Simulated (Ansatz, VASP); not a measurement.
# TiB2 in two plane-wave programs

One calculation is typed for both programs; each brings its own data sets. How far apart do they land? The cell is taken from a series of runs on this material, whose earlier steps may have relaxed, scaled, displaced or heated it; both programs get it as it stands.

Calculated with Ansatz 0.2.0; plane waves, with VASP 6.6.1 beside it; zone-centre phonons at PBEsol.

## Step 1: The structure

Symmetry: P6/mmm, No. 191, hexagonal system. The conventional cell has a = 2.963 Å, b = 2.963 Å, c = 3.103 Å, α = 90.00°, β = 90.00°, γ = 120.00°. Nearest to B lie 3 B at 1.71 Å and 6 Ti at 2.31 Å. Nearest to Ti lie 12 B at 2.31 Å. Farther neighbours are not listed.

## Step 2: VASP: zone-centre phonons, PBEsol

Second derivatives magnify differences that forces hide, and they need a tight electronic threshold.

Lines of VASP's logs that name or quote its potential files are left out, and so is its time.

File INCAR:

```
SYSTEM = TiB2
PREC = Accurate
ENCUT = 500
EDIFF = 1E-08
NELM = 120
ISMEAR = 1
SIGMA = 0.2
LREAL = .FALSE.
ALGO = Normal
GGA = PS
NBANDS = 15
LASPH = .TRUE.
LORBIT = 11
LWAVE = .FALSE.
LCHARG = .FALSE.
ISIF = 2
IBRION = 8
GGA_COMPAT = .FALSE.
KPAR = 2
```

File POSCAR:

```
TiB2
1.0
    2.9634058523      0.0000000000      0.0000000000
   -1.4817029261      2.5663847498      0.0000000000
    0.0000000000      0.0000000000      3.1033205342
B Ti
2 1
Direct
    0.3333333333      0.6666666667      0.5000000000
    0.6666666667      0.3333333333      0.5000000000
    0.0000000000      0.0000000000      0.0000000000
```

File KPOINTS:

```
Automatic mesh
0
Gamma
15 15 16
0 0 0
```

Potentials, in the order of the species: B and Ti_sv (PBE family, release 64).

On the command line:

```bash
$ mpirun -np 2 vasp_std
```

Numbers of over 12 decimals in the logs are rounded to 6 here.

What it wrote:

```text
[banner, memory and clock lines left out]
running    2 mpi-ranks, on    1 nodes
 distrk:  each k-point on    1 cores,    2 groups
 distr:  one band on    1 cores,    1 groups

 POSCAR found type information on POSCAR B Ti
 POSCAR found :  2 types and       3 ions
|                                                                             |
|               ----> ADVICE to this user running VASP <----                  |
|                                                                             |
|     You enforced a specific xc type in the INCAR file but a different       |
|     [... a line on the potential file left out ...]
|     I HOPE YOU KNOW WHAT YOU ARE DOING!                                     |
|                                                                             |

 LDA part: xc-table for (Slater+PW92), standard interpolation
 POSCAR, INCAR and KPOINTS ok, starting setup
 FFT: planning ... GRIDC
 FFT: planning ... GRID_SOFT
 FFT: planning ... GRID
 WAVECAR not read
 entering main loop
       N       E                     dE             d eps       ncg     rms          rms(c)
DAV:   1     0.121415288097E+03    0.12142E+03   -0.89166E+03  7320   0.136E+03
DAV:   2    -0.234871685078E+02   -0.14490E+03   -0.14031E+03  7640   0.357E+02
DAV:   3    -0.306034298935E+02   -0.71163E+01   -0.70044E+01 10365   0.776E+01
DAV:   4    -0.307997759723E+02   -0.19635E+00   -0.19615E+00  8914   0.113E+01
DAV:   5    -0.308049512254E+02   -0.51753E-02   -0.51751E-02 10694   0.155E+00    0.193E+01
DAV:   6    -0.256671529722E+02    0.51378E+01   -0.19459E+01 10071   0.538E+01    0.438E+00
DAV:   7    -0.256971200439E+02   -0.29967E-01   -0.10425E+00  7703   0.113E+01    0.398E+00
DAV:   8    -0.257047450856E+02   -0.76250E-02   -0.82726E-02 11625   0.239E+00    0.665E-01
DAV:   9    -0.257049458082E+02   -0.20072E-03   -0.16929E-02  8761   0.178E+00    0.163E-01
DAV:  10    -0.257049900780E+02   -0.44270E-04   -0.36016E-03  9056   0.837E-01    0.180E-01
DAV:  11    -0.257047576533E+02    0.23242E-03   -0.47249E-04  9599   0.263E-01    0.661E-02
DAV:  12    -0.257047471058E+02    0.10548E-04   -0.52183E-05  9479   0.816E-02    0.190E-02
DAV:  13    -0.257047471240E+02   -0.18249E-07   -0.52336E-06  8177   0.223E-02    0.542E-03
DAV:  14    -0.257047472262E+02   -0.10216E-06   -0.93167E-07 10209   0.110E-02    0.968E-04
DAV:  15    -0.257047471869E+02    0.39222E-07   -0.46922E-08  8220   0.194E-03    0.517E-04
DAV:  16    -0.257047471950E+02   -0.80604E-08   -0.77695E-09  4847   0.119E-03
   1 F= -.25704747E+02 E0= -.25704770E+02  d E =0.673680E-04
 Linear response reoptimize wavefunctions to high precision
DAV:   1    -0.257047472020E+02   -0.69565E-08   -0.11703E-09  5305   0.511E-04
DAV:   2    -0.257047472019E+02    0.16371E-10   -0.76529E-11  3911   0.877E-05
 Linear response DOF=           4
 Linear response progress:
  Degree of freedom:   1/  4
       N       E                     dE             d eps       ncg     rms          rms(c)
RMM:   1    -0.517173308591E-01   -0.51717E-01   -0.29173E-02 69869   0.153E+00
RMM:   2    -0.459214878828E-01    0.57958E-02   -0.30072E-03 58943   0.388E-01    0.178E-01
RMM:   3    -0.456799844799E-01    0.24150E-03   -0.11845E-03 59684   0.199E-01    0.877E-02
RMM:   4    -0.462729266048E-01   -0.59294E-03   -0.84014E-04 59361   0.152E-01    0.919E-03
RMM:   5    -0.462709684774E-01    0.19581E-05   -0.15737E-04 72273   0.566E-02    0.340E-03
RMM:   6    -0.462941606572E-01   -0.23192E-04   -0.31122E-05 74195   0.235E-02    0.157E-03
RMM:   7    -0.462877906764E-01    0.63700E-05   -0.64088E-06 73182   0.102E-02    0.479E-04
RMM:   8    -0.462938306576E-01   -0.60400E-05   -0.13235E-06 73743   0.497E-03    0.256E-04
RMM:   9    -0.462919019251E-01    0.19287E-05   -0.68606E-07 74454   0.248E-03    0.706E-05
RMM:  10    -0.462922927246E-01   -0.39080E-06   -0.30809E-07 75374   0.126E-03    0.170E-05
RMM:  11    -0.462922684528E-01    0.24272E-07   -0.13402E-07 77148   0.648E-04    0.164E-05
RMM:  12    -0.462922699778E-01   -0.15249E-08   -0.97719E-08 74673   0.355E-04    0.180E-05
 first order change of Fermi-energy   0.63117E-04
 force on displaced ion       1 direction 1 : -23.427  -0.001   0.000
 Linear response progress:
  Degree of freedom:   2/  4
       N       E                     dE             d eps       ncg     rms          rms(c)
RMM:   1    -0.475548754186E-01   -0.47555E-01    0.10182E-02 23074   0.189E+00
RMM:   2    -0.453420315767E-01    0.22128E-02   -0.27110E-03 21682   0.377E-01    0.135E-01
RMM:   3    -0.452555445068E-01    0.86487E-04   -0.11987E-03 22271   0.198E-01    0.653E-02
RMM:   4    -0.457157749653E-01   -0.46023E-03   -0.62010E-04 22746   0.137E-01    0.126E-02
RMM:   5    -0.457726488054E-01   -0.56874E-04   -0.12823E-04 25841   0.571E-02    0.364E-03
RMM:   6    -0.458003972077E-01   -0.27748E-04   -0.25837E-05 26652   0.254E-02    0.142E-03
RMM:   7    -0.457891648807E-01    0.11232E-04   -0.61001E-06 26166   0.118E-02    0.613E-04
RMM:   8    -0.457929604407E-01   -0.37956E-05   -0.24114E-07 26543   0.596E-03    0.160E-04
RMM:   9    -0.457927051363E-01    0.25530E-06    0.50054E-06 26837   0.291E-03    0.131E-04
RMM:  10    -0.457924611522E-01    0.24398E-06    0.26274E-06 26178   0.151E-03    0.129E-04
RMM:  11    -0.457930999384E-01   -0.63879E-06    0.17712E-06 25925   0.795E-04    0.529E-05
RMM:  12    -0.457930880387E-01    0.11900E-07    0.11558E-06 27691   0.415E-04    0.243E-05
RMM:  13    -0.457930854858E-01    0.25529E-08    0.71457E-07 28255   0.213E-04    0.247E-05
RMM:  14    -0.457930566031E-01    0.28883E-07    0.39333E-07 25528   0.134E-04    0.728E-06
RMM:  15    -0.457930366826E-01    0.19920E-07    0.26001E-07 27440   0.678E-05    0.414E-06
RMM:  16    -0.457930387165E-01   -0.20339E-08    0.15275E-07 27479   0.360E-05    0.107E-06
RMM:  17    -0.457930370848E-01    0.16317E-08    0.90574E-08 25411   0.191E-05    0.175E-06
 first order change of Fermi-energy  -0.29499E-03
 force on displaced ion       1 direction 3 :  -0.000  -0.000 -11.780
 Linear response progress:
  Degree of freedom:   3/  4
       N       E                     dE             d eps       ncg     rms          rms(c)
RMM:   1    -0.683955222482E+00   -0.68396E+00    0.55762E+00 17491   0.135E+02
RMM:   2    -0.642436847773E+00    0.41518E-01   -0.32753E-01 29141   0.515E+00    0.194E-01
RMM:   3    -0.640974803586E+00    0.14620E-02   -0.22912E-02 34313   0.125E+00    0.877E-02
RMM:   4    -0.640820680855E+00    0.15412E-03   -0.12332E-02 38254   0.567E-01    0.170E-02
RMM:   5    -0.641683898727E+00   -0.86322E-03   -0.12172E-03 39257   0.198E-01    0.844E-03
RMM:   6    -0.641978783768E+00   -0.29489E-03   -0.30389E-04 40871   0.853E-02    0.500E-03
RMM:   7    -0.642237878597E+00   -0.25909E-03   -0.71668E-05 38385   0.400E-02    0.634E-04
RMM:   8    -0.642234986000E+00    0.28926E-05   -0.25541E-05 42033   0.179E-02    0.350E-04
RMM:   9    -0.642249269511E+00   -0.14284E-04   -0.15238E-05 41343   0.953E-03    0.106E-04
RMM:  10    -0.642252551462E+00   -0.32820E-05   -0.10955E-05 42630   0.520E-03    0.130E-04
RMM:  11    -0.642259213883E+00   -0.66624E-05   -0.81171E-06 40106   0.329E-03    0.169E-05
RMM:  12    -0.642260660761E+00   -0.14469E-05   -0.55241E-06 42249   0.218E-03    0.868E-06
RMM:  13    -0.642260453446E+00    0.20732E-06   -0.42939E-06 42579   0.154E-03    0.256E-05
RMM:  14    -0.642259704178E+00    0.74927E-06   -0.34485E-06 40996   0.120E-03    0.622E-05
RMM:  15    -0.642260600925E+00   -0.89675E-06   -0.25852E-06 38639   0.971E-04    0.437E-05
RMM:  16    -0.642260457540E+00    0.14338E-06   -0.21617E-06 42056   0.807E-04    0.526E-05
RMM:  17    -0.642260477509E+00   -0.19970E-07   -0.17420E-06 41773   0.688E-04    0.582E-05
RMM:  18    -0.642261213760E+00   -0.73625E-06   -0.13785E-06 36768   0.612E-04    0.456E-05
RMM:  19    -0.642261177561E+00    0.36199E-07   -0.11265E-06 39797   0.529E-04    0.500E-05
 first order change of Fermi-energy   0.41682E-03
 force on displaced ion       3 direction 1 : -18.107  -0.000   0.000
 Linear response progress:
  Degree of freedom:   4/  4
       N       E                     dE             d eps       ncg     rms          rms(c)
RMM:   1    -0.781700965934E+00   -0.78170E+00   -0.12340E+00  7519   0.131E+02
RMM:   2    -0.728595718368E+00    0.53105E-01   -0.30699E-01 11992   0.476E+00    0.213E-01
RMM:   3    -0.727705008716E+00    0.89071E-03   -0.24141E-02 13965   0.119E+00    0.973E-02
RMM:   4    -0.728276044789E+00   -0.57104E-03   -0.16196E-02 15252   0.584E-01    0.238E-02
RMM:   5    -0.729217386311E+00   -0.94134E-03   -0.15762E-03 16134   0.192E-01    0.179E-02
RMM:   6    -0.730495193810E+00   -0.12778E-02   -0.32248E-04 14303   0.986E-02    0.961E-03
RMM:   7    -0.730192520358E+00    0.30267E-03   -0.82882E-05 15541   0.408E-02    0.103E-03
RMM:   8    -0.730172234329E+00    0.20286E-04   -0.18785E-05 16740   0.194E-02    0.670E-04
RMM:   9    -0.730195704454E+00   -0.23470E-04   -0.55633E-06 16788   0.966E-03    0.223E-04
RMM:  10    -0.730198480695E+00   -0.27762E-05    0.28492E-06 16890   0.550E-03    0.192E-04
RMM:  11    -0.730200329180E+00   -0.18485E-05    0.32854E-06 16930   0.337E-03    0.183E-04
RMM:  12    -0.730202195656E+00   -0.18665E-05    0.36748E-06 16942   0.232E-03    0.160E-04
RMM:  13    -0.730207256977E+00   -0.50613E-05    0.53969E-06 15503   0.179E-03    0.342E-05
RMM:  14    -0.730209390665E+00   -0.21337E-05    0.47572E-06 16201   0.138E-03    0.171E-05
RMM:  15    -0.730209332224E+00    0.58441E-07    0.60093E-06 17601   0.108E-03    0.109E-05
RMM:  16    -0.730209177297E+00    0.15493E-06    0.53353E-06 16522   0.885E-04    0.223E-05
RMM:  17    -0.730209301202E+00   -0.12390E-06    0.57207E-06 15895   0.748E-04    0.179E-05
RMM:  18    -0.730209219028E+00    0.82174E-07    0.49256E-06 17709   0.630E-04    0.213E-05
RMM:  19    -0.730209190721E+00    0.28307E-07    0.55518E-06 16426   0.538E-04    0.222E-05
RMM:  20    -0.730209169961E+00    0.20760E-07    0.49680E-06 16364   0.463E-04    0.265E-05
RMM:  21    -0.730209248924E+00   -0.78963E-07    0.50304E-06 14930   0.401E-04    0.291E-05
RMM:  22    -0.730209342364E+00   -0.93440E-07    0.45125E-06 14960   0.349E-04    0.308E-05
RMM:  23    -0.730209359771E+00   -0.17407E-07    0.46486E-06 14844   0.302E-04    0.321E-05
RMM:  24    -0.730209335474E+00    0.24297E-07    0.41491E-06 14849   0.265E-04    0.327E-05
 first order change of Fermi-energy   0.21604E-02
 force on displaced ion       3 direction 3 :   0.000  -0.000 -19.214
 Linear response finished
```

Parts of OUTCAR (step 2):

```text
ion  position               nearest neighbor table
   1  0.333  0.667  0.500-   2 1.71   2 1.71   2 1.71   3 2.31   3 2.31   3 2.31   3 2.31   3 2.31
                             3 2.31
   2  0.667  0.333  0.500-   1 1.71   1 1.71   1 1.71   3 2.31   3 2.31   3 2.31   3 2.31   3 2.31
                             3 2.31
   3  0.000  0.000  0.000-   1 2.31   2 2.31   1 2.31   2 2.31   1 2.31   1 2.31   2 2.31   2 2.31
                             2 2.31   2 2.31   1 2.31   1 2.31

  LATTYP: Found a hexagonal cell.
 ALAT       =     2.9634058523
 C/A-ratio  =     1.0472141478

 Subroutine GETGRP returns: Found 24 space group operations
 (whereof 24 operations were pure point group operations)

The static configuration has the point symmetry D_6h.

 Found    243 irreducible k-points:

   k-points           NKPTS =    243   k-points in BZ     NKDIM =    243   number of bands    NBANDS=     15

   dimension x,y,z NGX =    24 NGY =   24 NGZ =   24
   dimension x,y,z NGXF=    48 NGYF=   48 NGZF=   48

   ENCUT  =  500.0 eV  36.75 Ry    6.06 a.u.   5.40  5.40  5.66*2*pi/ulx,y,z

   NELECT =      18.0000    total number of electrons

 k-points in reciprocal lattice and weights: Automatic mesh
   0.00000000  0.00000000  0.00000000       0.000
   0.06666667 -0.00000000  0.00000000       0.002
   0.13333333  0.00000000  0.00000000       0.002
   0.20000000 -0.00000000  0.00000000       0.002
   0.26666667  0.00000000  0.00000000       0.002
   0.33333333  0.00000000  0.00000000       0.002
   0.40000000  0.00000000  0.00000000       0.002
   0.46666667 -0.00000000  0.00000000       0.002
   0.06666667  0.06666667  0.00000000       0.002
[...]
0.33333333  0.26666667  0.50000000       0.003
   0.33333333  0.33333333  0.50000000       0.001

 average (electrostatic) potential at core
       1 -21.3846       2 -21.3846       3 -69.5039

  Total        2.7777980      2.7777980      2.7507325      0.0000000     -0.0000000      0.0000000
  in kB      188.5696137    188.5696137    186.7322822      0.0000000     -0.0000000      0.0000000
  external PRESSURE =     187.9571698 kB  Pullay stress =       0.0000000 kB

  energy-cutoff  :      500.00
  volume of cell :       23.60
      direct lattice vectors                 reciprocal lattice vectors
     2.963405852  0.000000000  0.000000000     0.337449560  0.194826594  0.000000000
    -1.481702926  2.566384750  0.000000000     0.000000000  0.389653188  0.000000000
     0.000000000  0.000000000  3.103320534     0.000000000  0.000000000  0.322235486

 POSITION                                       TOTAL-FORCE (eV/Angst)
 -----------------------------------------------------------------------------------
     -0.00000      1.71092      1.55166         0.000000      0.000000     -0.000000
      1.48170      0.85546      1.55166        -0.000000      0.000000      0.000000
      0.00000      0.00000      0.00000         0.000000      0.000000      0.000000
 -----------------------------------------------------------------------------------
    total drift:                               -0.000000      0.000000      0.000000

 Eigenvectors and eigenvalues of the dynamical matrix
 ----------------------------------------------------

   1 f  =   29.241305 THz   183.728536 2PiTHz  975.384932 cm-1   120.932264 meV
             X         Y         Z           dx          dy          dz
     -0.000000  1.710923  1.551660    -0.568374   -0.420655   -0.000000
      1.481703  0.855462  1.551660     0.568374    0.420655    0.000000
      0.000000  0.000000  0.000000    -0.000000   -0.000000    0.000000

   2 f  =   29.241305 THz   183.728536 2PiTHz  975.384932 cm-1   120.932264 meV
             X         Y         Z           dx          dy          dz
     -0.000000  1.710923  1.551660    -0.420655    0.568374    0.000000
      1.481703  0.855462  1.551660     0.420655   -0.568374   -0.000000
      0.000000  0.000000  0.000000     0.000000    0.000000   -0.000000

   3 f  =   17.768109 THz   111.640321 2PiTHz  592.680316 cm-1    73.482961 meV
             X         Y         Z           dx          dy          dz
     -0.000000  1.710923  1.551660     0.000000   -0.000000    0.707107
      1.481703  0.855462  1.551660     0.000000   -0.000000   -0.707107
      0.000000  0.000000  0.000000    -0.000000    0.000000   -0.000000

   4 f  =   17.747537 THz   111.511062 2PiTHz  591.994102 cm-1    73.397881 meV
             X         Y         Z           dx          dy          dz
     -0.000000  1.710923  1.551660     0.000000    0.000000   -0.586781
      1.481703  0.855462  1.551660     0.000000    0.000000   -0.586781
      0.000000  0.000000  0.000000    -0.000000   -0.000000    0.558012

   5 f  =   17.222148 THz   108.209946 2PiTHz  574.469016 cm-1    71.225048 meV
             X         Y         Z           dx          dy          dz
     -0.000000  1.710923  1.551660    -0.471568   -0.349022   -0.000000
      1.481703  0.855462  1.551660    -0.471568   -0.349022    0.000000
      0.000000  0.000000  0.000000     0.448695    0.332093    0.000000

   6 f  =   17.222148 THz   108.209946 2PiTHz  574.469016 cm-1    71.225048 meV
             X         Y         Z           dx          dy          dz
     -0.000000  1.710923  1.551660    -0.349022    0.471568    0.000000
      1.481703  0.855462  1.551660    -0.349022    0.471568   -0.000000
      0.000000  0.000000  0.000000     0.332093   -0.448695   -0.000000

   7 f/i=    0.005334 THz     0.033513 2PiTHz    0.177915 cm-1     0.022059 meV
             X         Y         Z           dx          dy          dz
     -0.000000  1.710923  1.551660    -0.000000    0.000000    0.394574
      1.481703  0.855462  1.551660    -0.000000    0.000000    0.394574
      0.000000  0.000000  0.000000    -0.000000    0.000000    0.829833

   8 f/i=    0.009560 THz     0.060068 2PiTHz    0.318890 cm-1     0.039537 meV
             X         Y         Z           dx          dy          dz
     -0.000000  1.710923  1.551660     0.272028   -0.286020    0.000000
      1.481703  0.855462  1.551660     0.272028   -0.286020    0.000000
      0.000000  0.000000  0.000000     0.571791   -0.601201    0.000000

   9 f/i=    0.009560 THz     0.060068 2PiTHz    0.318890 cm-1     0.039537 meV
             X         Y         Z           dx          dy          dz
     -0.000000  1.710923  1.551660    -0.286020   -0.272028    0.000000
      1.481703  0.855462  1.551660    -0.286020   -0.272028    0.000000
      0.000000  0.000000  0.000000    -0.601201   -0.571791    0.000000

 ELASTIC MODULI CONTR FROM IONIC RELAXATION (kBar)
 Direction    XX          YY          ZZ          XY          YZ          ZX
 --------------------------------------------------------------------------------
 XX         -81.6682     81.6682      0.0000     -0.0000     -0.0000      0.0000
 YY          81.6682    -81.6682     -0.0000     -0.0000      0.0000     -0.0000
 ZZ           0.0000     -0.0000     -0.0000     -0.0000      0.0000     -0.0000
 XY          -0.0000     -0.0000     -0.0000    -81.6682      0.0000     -0.0000
 YZ          -0.0000      0.0000      0.0000      0.0000     -0.0000      0.0000
 ZX           0.0000     -0.0000     -0.0000     -0.0000      0.0000     -0.0000
 --------------------------------------------------------------------------------
```

[end of part 1 of 2]

[Lines on the potential files, build, host, timing and source positions are cut from VASP's logs without a mark.]

[Logs are printed without paths, hosts, clocks, repeated set-up lines and the standing remarks that a program may print on its own settings, such as how far it seeks lower states.]

[Hosts, paths, dates, database ids (printed as entryN), source tags and the programs' standing remarks are cut or masked in the printed files.]
